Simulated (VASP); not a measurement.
Here is the system:

```
NaF
1.0
    0.00000     2.34193     2.34193
    2.34193     0.00000     2.34193
    2.34193     2.34193     0.00000
Na F
1 1
Direct
  0.00000   0.00000   0.00000
  0.50000   0.50000   0.50000
```

Calculation: AM05 GGA, VASP's PBE PAW potentials (set 64) (plane waves; VASP). Settings: 520 eV cut-off, 10×10×10 Γ-centred mesh, Gaussian smearing of 0.050 eV, potentials Na_pv F.

### Question
Give the energy at these volumes per atom, relative to the lowest: 11.97, 12.36, 12.74, 13.12, 13.50 Å³.

### Answer
9.1, 2.6, 0.0, 0.7, 4.1 meV/atom. A third-order Birch-Murnaghan fit gives B0 = 43.8 GPa and B0′ = 4.4.

The compound is NaF in the rock salt structure. It was relaxed first.
